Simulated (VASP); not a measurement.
```
CELL_PARAMETERS angstrom
      4.25905     0.00000     0.00000
      0.00000     4.25905     0.00000
      0.00000     0.00000     4.25905
ATOMIC_POSITIONS crystal
  Cu 0.75000 0.25000 0.75000
  Cu 0.25000 0.75000 0.75000
  Cu 0.75000 0.75000 0.25000
  Cu 0.25000 0.25000 0.25000
  O  0.00000 0.00000 0.00000
  O  0.50000 0.50000 0.50000
```

All values below come from r2SCAN meta-GGA, VASP's PBE PAW potentials (set 64) (plane waves; VASP 6.6.1). Numerical set-up: 520 eV cut-off, 6×6×6 Γ-centred mesh, tetrahedra with Blöchl corrections, potentials Cu O.

The cores are frozen, which limits the accuracy of field gradients.

Give the principal components of the electric field gradient (V/Å²) and the asymmetry η at each nucleus.

```
atom   Vxx   Vyy    Vzz     η
----  ----  ----  -----  ----
Cu1   33.3  33.3  -66.5  0.00
Cu2   33.3  33.3  -66.5  0.00
Cu3   33.3  33.3  -66.5  0.00
Cu4   33.3  33.3  -66.5  0.00
O5     0.0   0.0    0.0     -
O6     0.0   0.0    0.0     -
```

The compound is Cu2O in the cuprite structure. It was relaxed first.
